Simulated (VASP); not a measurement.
A 63-atom supercell of SiC (zinc blende) holds B on the C site with a neighbouring Si vacancy in charge state +0. It is relaxed twice, with the total moment held at 1 and at 3 μB. Computed with PBE GGA, VASP's PBE PAW potentials (set 64) (plane waves; VASP 6.6.1). Numerical set-up: PREC = Normal, LREAL = Auto, ISYM = 0, EDIFF = 1E-5, 400 eV cut-off, 1×1×1 Γ-centred mesh, Gaussian smearing of 0.050 eV, potentials Si C B.

The supercell is sampled at Γ alone, which is coarse: total energies, pressure and levels can be off, energies of defects by several tenths of an eV.

Which spin state lies lower, and by how much?

The state with 1 μB lies lower, by 0.60 eV.

The cell is a supercell with a defect, built from SiC (zinc blende).
